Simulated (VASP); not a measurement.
Calculation: PBEsol GGA, VASP's PBE PAW potentials (set 64) (plane waves; VASP).

A VASP calculation is set up with these files.

**KPOINTS**
```
k-points along high-symmetry lines
10
Line-mode
Reciprocal
  0.000000   0.000000   0.000000 ! GAMMA
  0.500000  -0.000000   0.000000 ! M

  0.500000  -0.000000   0.000000 ! M
  0.333333   0.333333   0.000000 ! K

  0.333333   0.333333   0.000000 ! K
  0.000000   0.000000   0.000000 ! GAMMA

  0.000000   0.000000   0.000000 ! GAMMA
  0.000000   0.000000   0.500000 ! A

  0.000000   0.000000   0.500000 ! A
  0.500000  -0.000000   0.500000 ! L

  0.500000  -0.000000   0.500000 ! L
  0.333333   0.333333   0.500000 ! H

  0.333333   0.333333   0.500000 ! H
  0.000000   0.000000   0.500000 ! A

  0.500000  -0.000000   0.500000 ! L
  0.500000  -0.000000   0.000000 ! M

  0.333333   0.333333   0.500000 ! H
  0.333333   0.333333   0.000000 ! K
```

**INCAR**
```
ALGO = Normal
EDIFF = 1E-7
ENCUT = 400
GGA = PS
ICHARG = 11
ISMEAR = 0
LASPH = T
LCHARG = F
LMAXMIX = 6
LORBIT = 11
LREAL = F
LWAVE = F
NELM = 100
PREC = Accurate
SIGMA = 0.05
SYSTEM = WTe
```

**POSCAR**
```
WTe
1
    3.2302532368     0.0000000000    -0.0000000000
   -1.6151266183     2.7974813006    -0.0000000000
   -0.0000000000     0.0000000000     9.1441287251
W Te
2 2
Direct
  0.3333330000   0.6666670000   0.0397814542
  0.6666670000   0.3333330000   0.5397814542
  0.3333330000   0.6666670000   0.3352185458
  0.6666670000   0.3333330000   0.8352185458
```

POTCAR, in this order: W_sv Te (PBE.64 set). Program: vasp_std. Read from the step before: CHGCAR.

Question: What will the output report for the number of irreducible k-points (NKPTS), number of bands (NBANDS), largest plane-wave count, number of space-group operations, FFT grid (NGX, NGY, NGZ)?

Answer: 
| Quantity | Result |
|---|---|
| number of irreducible k-points (NKPTS) | 90 |
| number of bands (NBANDS) | 24 |
| largest plane-wave count | 1520 |
| number of space-group operations | 12 |
| FFT grid (NGX, NGY, NGZ) | 24 × 24 × 60 |

The structure was generated: WTe was put into the wurtzite type (P6_3mc), which need not be its known phase. It was relaxed first, which changed the volume by -50 %.
